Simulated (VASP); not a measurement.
Computed with r2SCAN meta-GGA, VASP's PBE PAW potentials (set 64) (plane waves; VASP 6.6.1).

Input for VASP

File POSCAR:
```
PtAs
1
    0.0000000000     2.7540000000     2.7540000000
    2.7540000000     0.0000000000     2.7540000000
    2.7540000000     2.7540000000     0.0000000000
Pt As
1 1
Direct
  0.0000000000   0.0000000000   0.0000000000
  0.5000000000   0.5000000000   0.5000000000
```

**KPOINTS**
```
Automatic mesh
0
Gamma
10 10 10
0 0 0
```

INCAR:
```
# general
SYSTEM  = PtAs
PREC    = Accurate
ENCUT   = 400
LREAL   = .False.
LASPH   = .True.

# electronic loop
EDIFF   = 1E-6
NELM    = 100
ALGO    = Normal
LMAXMIX = 6
LMIXTAU = .True.

# smearing
ISMEAR  = 1   # Methfessel-Paxton
SIGMA   = 0.1   # width (eV)

# functional
METAGGA = R2SCAN

# ions
IBRION  = 2   # conjugate gradients
NSW     = 60   # most ionic steps
ISIF    = 3   # ions, shape and volume
EDIFFG  = -0.01   # ionic stop

# output
LWAVE   = .False.
LCHARG  = .False.
```

POTCAR, in this order: Pt As (PBE.64 set). Program: vasp_std.

The resulting files:

File OUTCAR:
```
 ion  position               nearest neighbor table
   1  0.000  0.000  0.000-   2 2.75   2 2.75   2 2.75   2 2.75   2 2.75   2 2.75
   2  0.500  0.500  0.500-   1 2.75   1 2.75   1 2.75   1 2.75   1 2.75   1 2.75
  LATTYP: Found a face centered cubic cell.
 ALAT       =     5.5080000000
 Subroutine PRICEL returns:
 Original cell was already a primitive cell.
 Subroutine GETGRP returns: Found 48 space group operations
The static configuration has the point symmetry O_h .
The dynamic configuration has the point symmetry O_h .
 Subroutine INISYM returns: Found 48 space group operations
 Subroutine IBZKPT returns following result:
 Found     47 irreducible k-points:

 Following reciprocal coordinates:
            Coordinates               Weight
  0.000000  0.000000  0.000000      1.000000
  0.100000  0.000000  0.000000      8.000000
  0.200000  0.000000  0.000000      8.000000
  0.300000  0.000000  0.000000      8.000000
  0.400000  0.000000  0.000000      8.000000
  0.500000  0.000000  0.000000      4.000000
  0.100000  0.100000  0.000000      6.000000
  0.200000  0.100000  0.000000     24.000000
  0.300000  0.100000  0.000000     24.000000
  0.400000  0.100000  0.000000     24.000000
  0.500000  0.100000  0.000000     24.000000
 -0.400000  0.100000  0.000000     24.000000
 -0.300000  0.100000  0.000000     24.000000
 -0.200000  0.100000  0.000000     24.000000
 -0.100000  0.100000  0.000000     12.000000
  0.200000  0.200000  0.000000      6.000000
  0.300000  0.200000  0.000000     24.000000
  0.400000  0.200000  0.000000     24.000000
  0.500000  0.200000  0.000000     24.000000
 -0.400000  0.200000  0.000000     24.000000
 -0.300000  0.200000  0.000000     24.000000
 -0.200000  0.200000  0.000000     12.000000
  0.300000  0.300000  0.000000      6.000000
  0.400000  0.300000  0.000000     24.000000
...
```

### OSZICAR
```
...
DAV:   4    -0.704184136208E+02   -0.14429E-01   -0.14426E-01  1148   0.329E+00
DAV:   5    -0.704185966428E+02   -0.18302E-03   -0.18298E-03  1216   0.379E-01    0.641E+00
DAV:   6    -0.660045271825E+02    0.44141E+01   -0.40875E+00  1070   0.191E+01    0.450E+00
DAV:   7    -0.660385040589E+02   -0.33977E-01   -0.41810E-01  1049   0.640E+00    0.241E+00
DAV:   8    -0.660539089515E+02   -0.15405E-01   -0.10259E-01  1052   0.259E+00    0.669E-01
DAV:   9    -0.660593121059E+02   -0.54032E-02   -0.42363E-02  1082   0.194E+00    0.126E-01
DAV:  10    -0.660635449649E+02   -0.42329E-02   -0.54075E-03  1064   0.742E-01    0.867E-02
DAV:  11    -0.660645027518E+02   -0.95779E-03   -0.49222E-04  1109   0.260E-01    0.476E-02
DAV:  12    -0.660640824290E+02    0.42032E-03   -0.77978E-04  1076   0.273E-01    0.366E-02
DAV:  13    -0.660645325138E+02   -0.45008E-03   -0.28294E-04  1082   0.196E-01    0.369E-03
DAV:  14    -0.660645314020E+02    0.11118E-05   -0.46723E-06  1149   0.221E-02    0.341E-03
DAV:  15    -0.660645340964E+02   -0.26943E-05   -0.11888E-06   676   0.122E-02    0.105E-03
DAV:  16    -0.660645333915E+02    0.70483E-06   -0.62827E-07   568   0.954E-03
   1 F= -.66064533E+02 E0= -.66064708E+02  d E =-.660645E+02
       N       E                     dE             d eps       ncg     rms          rms(c)
DAV:   1    -0.799016621790E+02   -0.13837E+02   -0.28215E+02  1076   0.185E+02    0.392E+01
DAV:   2    -0.662157212747E+02    0.13686E+02   -0.50618E+01  1073   0.676E+01    0.815E+00
DAV:   3    -0.660142258785E+02    0.20150E+00   -0.12575E+00  1127   0.117E+01    0.367E+00
DAV:   4    -0.656510277889E+02    0.36320E+00   -0.15193E+00  1094   0.101E+01    0.194E+00
DAV:   5    -0.657586397364E+02   -0.10761E+00   -0.24893E-01  1065   0.464E+00    0.992E-01
DAV:   6    -0.657712161260E+02   -0.12576E-01   -0.36444E-02  1111   0.190E+00    0.198E-01
DAV:   7    -0.657853126228E+02   -0.14096E-01   -0.14860E-02  1052   0.149E+00    0.869E-02
DAV:   8    -0.657894143249E+02   -0.41017E-02   -0.16208E-03  1055   0.447E-01    0.397E-02
DAV:   9    -0.657893134829E+02    0.10084E-03   -0.95482E-05  1166   0.103E-01    0.165E-02
DAV:  10    -0.657894548314E+02   -0.14135E-03   -0.42195E-05  1058   0.873E-02    0.503E-03
DAV:  11    -0.657894501667E+02    0.46647E-05   -0.47964E-06  1156   0.271E-02    0.388E-03
DAV:  12    -0.657894571865E+02   -0.70198E-05   -0.81884E-07   544   0.144E-02    0.216E-03
DAV:  13    -0.657894566852E+02    0.50133E-06   -0.42738E-07   532   0.587E-03
   2 F= -.65789457E+02 E0= -.65789397E+02  d E =0.275077E+00
       N       E                     dE             d eps       ncg     rms          rms(c)
DAV:   1    -0.703787568065E+02   -0.45893E+01   -0.79875E+01  1079   0.968E+01    0.151E+01
DAV:   2    -0.664554182160E+02    0.39233E+01   -0.16794E+01  1040   0.446E+01    0.944E+00
DAV:   3    -0.665872451456E+02   -0.13183E+00   -0.43239E-01  1079   0.655E+00    0.591E+00
DAV:   4    -0.664020965257E+02    0.18515E+00   -0.51385E-01  1101   0.516E+00    0.884E-01
DAV:   5    -0.663715146752E+02    0.30582E-01   -0.34830E-01  1080   0.559E+00    0.889E-01
DAV:   6    -0.665171698428E+02   -0.14566E+00   -0.12320E-01  1060   0.348E+00    0.510E-01
DAV:   7    -0.665214328637E+02   -0.42630E-02   -0.35476E-03  1061   0.632E-01    0.155E-01
DAV:   8    -0.665215013608E+02   -0.68497E-04   -0.48846E-04  1158   0.253E-01    0.614E-02
DAV:   9    -0.665216319708E+02   -0.13061E-03   -0.14417E-04  1111   0.157E-01    0.236E-02
DAV:  10    -0.665216322383E+02   -0.26754E-06   -0.49905E-05  1051   0.985E-02    0.246E-03
DAV:  11    -0.665216575394E+02   -0.25301E-04   -0.35900E-06  1067   0.315E-02    0.972E-04
DAV:  12    -0.665216516446E+02    0.58948E-05   -0.33496E-07   553   0.996E-03    0.104E-03
DAV:  13    -0.665216539935E+02   -0.23490E-05   -0.46583E-08   523   0.321E-03    0.282E-04
DAV:  14    -0.665216533592E+02    0.63437E-06   -0.27067E-08   517   0.194E-03
   3 F= -.66521653E+02 E0= -.66521544E+02  d E =-.457120E+00
       N       E                     dE             d eps       ncg     rms          rms(c)
DAV:   1    -0.665253387471E+02   -0.36848E-02   -0.58227E-02  1055   0.261E+00    0.356E-01
DAV:   2    -0.665224712589E+02    0.28675E-02   -0.14754E-02  1055   0.122E+00    0.127E-01
DAV:   3    -0.665224829577E+02   -0.11699E-04   -0.43981E-04  1058   0.216E-01    0.709E-02
DAV:   4    -0.665224010810E+02    0.81877E-04   -0.35727E-04  1092   0.136E-01    0.225E-02
DAV:   5    -0.665224259933E+02   -0.24912E-04   -0.92518E-05  1074   0.909E-02    0.157E-02
DAV:   6    -0.665224442258E+02   -0.18232E-04   -0.15879E-05  1052   0.412E-02    0.691E-03
DAV:   7    -0.665224438754E+02    0.35032E-06   -0.27273E-06  1043   0.189E-02
   4 F= -.66522444E+02 E0= -.66522331E+02  d E =-.457910E+00
       N       E                     dE             d eps       ncg     rms          rms(c)
DAV:   1    -0.665239071828E+02   -0.14630E-02   -0.29250E-02  1055   0.186E+00    0.252E-01
DAV:   2    -0.665224737643E+02    0.14334E-02   -0.73480E-03  1055   0.864E-01    0.904E-02
DAV:   3    -0.665224799308E+02   -0.61665E-05   -0.21588E-04  1058   0.151E-01    0.508E-02
DAV:   4    -0.665224421857E+02    0.37745E-04   -0.18017E-04  1095   0.966E-02    0.160E-02
DAV:   5    -0.665224514156E+02   -0.92299E-05   -0.47557E-05  1080   0.649E-02    0.111E-02
DAV:   6    -0.665224628047E+02   -0.11389E-04   -0.80023E-06  1049   0.292E-02    0.495E-03
DAV:   7    -0.665224617550E+02    0.10498E-05   -0.13043E-06   648   0.132E-02    0.109E-03
DAV:   8    -0.665224631077E+02   -0.13527E-05   -0.16707E-07   520   0.408E-03    0.566E-04
DAV:   9    -0.665224617478E+02    0.13599E-05   -0.42412E-08   517   0.271E-03    0.124E-04
DAV:  10    -0.665224629528E+02   -0.12049E-05   -0.18449E-08   517   0.210E-03    0.822E-05
DAV:  11    -0.665224625545E+02    0.39822E-06   -0.20000E-09   517   0.606E-04
   5 F= -.66522463E+02 E0= -.66522347E+02  d E =-.457929E+00
       N       E                     dE             d eps       ncg     rms          rms(c)
DAV:   1    -0.665242150642E+02   -0.17521E-02   -0.35847E-02  1055   0.205E+00    0.279E-01
DAV:   2    -0.665224196335E+02    0.17954E-02   -0.89965E-03  1055   0.960E-01    0.103E-01
DAV:   3    -0.665224503095E+02   -0.30676E-04   -0.26781E-04  1058   0.168E-01    0.580E-02
DAV:   4    -0.665223691278E+02    0.81182E-04   -0.22198E-04  1100   0.107E-01    0.176E-02
DAV:   5    -0.665224125773E+02   -0.43450E-04   -0.63614E-05  1074   0.755E-02    0.124E-02
DAV:   6    -0.665224106693E+02    0.19080E-05   -0.11150E-05  1055   0.346E-02    0.567E-03
DAV:   7    -0.665224169765E+02   -0.63072E-05   -0.15830E-06   685   0.145E-02    0.114E-03
DAV:   8    -0.665224155558E+02    0.14207E-05   -0.21149E-07   517   0.461E-03    0.647E-04
DAV:   9    -0.665224170568E+02   -0.15010E-05   -0.53607E-08   517   0.295E-03    0.145E-04
DAV:  10    -0.665224157223E+02    0.13345E-05   -0.24399E-08   517   0.241E-03    0.974E-05
DAV:  11    -0.665224162013E+02   -0.47899E-06   -0.27759E-09   517   0.717E-04
   6 F= -.66522416E+02 E0= -.66522304E+02  d E =0.463532E-04
       N       E                     dE             d eps       ncg     rms          rms(c)
DAV:   1    -0.665231314596E+02   -0.71574E-03   -0.12575E-02  1055   0.122E+00    0.165E-01
DAV:   2    -0.665225174086E+02    0.61405E-03   -0.31682E-03  1055   0.567E-01    0.595E-02
DAV:   3    -0.665225171505E+02    0.25813E-06   -0.93667E-05  1058   0.995E-02    0.334E-02
DAV:   4    -0.665225045858E+02    0.12565E-04   -0.77192E-05  1092   0.632E-02    0.104E-02
DAV:   5    -0.665225046919E+02   -0.10613E-06   -0.20640E-05  1074   0.429E-02    0.730E-03
DAV:   6    -0.665225116817E+02   -0.69898E-05   -0.35574E-06  1052   0.195E-02    0.326E-03
DAV:   7    -0.665225103765E+02    0.13053E-05   -0.56743E-07   526   0.873E-03    0.703E-04
DAV:   8    -0.665225112994E+02   -0.92297E-06   -0.73395E-08   517   0.269E-03
   7 F= -.66522511E+02 E0= -.66522397E+02  d E =-.487449E-04
```

OUTCAR:
```
------------------------ aborting loop because EDIFF is reached ----------------------------------------
  FORCE on cell =-STRESS in cart. coord.  units (eV):
  Direction    XX          YY          ZZ          XY          YZ          ZX
  --------------------------------------------------------------------------------------
  Total        0.0033693      0.0033693      0.0033693     -0.0000000      0.0000000     -0.0000000
  in kB        0.1541688      0.1541688      0.1541688     -0.0000000      0.0000000     -0.0000000
  external PRESSURE =       0.1541688 kB  Pullay stress =       0.0000000 kB
  volume of cell :       35.01
      direct lattice vectors                 reciprocal lattice vectors
     0.000000000  2.596615141  2.596615141    -0.192558378  0.192558378  0.192558378
     2.596615141 -0.000000000  2.596615141     0.192558378 -0.192558378  0.192558378
     2.596615141  2.596615141  0.000000000     0.192558378  0.192558378 -0.192558378
 POSITION                                       TOTAL-FORCE (eV/Angst)
 -----------------------------------------------------------------------------------
      0.00000      0.00000      0.00000        -0.000000      0.000000      0.000000
      2.59662      2.59662      2.59662         0.000000     -0.000000     -0.000000
 -----------------------------------------------------------------------------------
    total drift:                               -0.000000      0.000000      0.000000
  FREE ENERGIE OF THE ION-ELECTRON SYSTEM (eV)
  ---------------------------------------------------
  free  energy   TOTEN  =       -66.5225112994 eV

  energy  without entropy=      -66.5221693991  energy(sigma->0) =      -66.52239733

 reached required accuracy - stopping structural energy minimisation
```
(Selected blocks of OUTCAR.)

CONTCAR:
```
PtAs
   1.00000000000000
     0.0000000000000000    2.5966151407448246    2.5966151407448246
     2.5966151407448246   -0.0000000000000000    2.5966151407448246
     2.5966151407448246    2.5966151407448246    0.0000000000000000
  Pt              As
     1     1
Direct
     0.0000000000000000    0.0000000000000000    0.0000000000000000
     0.5000000000000000    0.5000000000000000    0.5000000000000000
```

### OUTCAR
```
 val. band max:        7.8018872394   @ k =  -0.3000   0.3000   0.1000

 cond. band min:       7.9747606605   @ k =   0.5000   0.3000   0.1000


 Fermi energy:         7.9480963791

 k-point     1 :       0.0000    0.0000    0.0000
  band No.  band energies     occupation
      1      -6.2883      2.00000
      2       4.2786      2.00000
      3       4.2786      2.00000
      4       4.2786      2.00000
      5       4.4227      2.00000
      6       4.4227      2.00000
      7       8.3943     -0.00000
      8       8.3943     -0.00000
      9       8.3943     -0.00000
     10      12.3968      0.00000
     11      18.3427      0.00000

 k-point     2 :       0.1000    0.0000    0.0000
  band No.  band energies     occupation
      1      -6.1257      2.00000
      2       4.0856      2.00000
      3       4.0969      2.00000
      4       4.0969      2.00000
      5       4.3951      2.00000
      6       4.3951      2.00000
      7       7.6094      2.00002
      8       8.8500     -0.00000
      9       8.8500     -0.00000
     10      13.3654      0.00000
     11      17.9337      0.00000

 k-point     3 :       0.2000    0.0000    0.0000
  band No.  band energies     occupation
      1      -5.6525      2.00000
      2       3.3529      2.00000
      3       3.5044      2.00000
      4       3.5044      2.00000
      5       4.6319      2.00000
      6       4.6319      2.00000
      7       6.5684      2.00000
      8       9.8965     -0.00000
      9       9.8965     -0.00000
     10      14.6453      0.00000
     11      17.0828      0.00000

 k-point     4 :       0.3000    0.0000    0.0000
  band No.  band energies     occupation
      1      -4.9236      2.00000
      2       2.0640      2.00000
      3       2.9493      2.00000
      4       2.9493      2.00000
      5       4.9589      2.00000
      6       4.9589      2.00000
      7       6.1220      2.00000
      8      11.1154      0.00000
      9      11.1154      0.00000
...
```

Energy and stress use the plane-wave basis of the starting cell. Unless said otherwise, spin-orbit coupling is left out, though it shifts the bands of the heavy elements here.

The structure was generated: PtAs was put into the rock salt type (Fm-3m), which need not be its known phase. This run relaxes it. Symmetry was kept, so distortions that lower it aren't found. The electron count is odd and the run is not spin-polarised, which forces a metal.
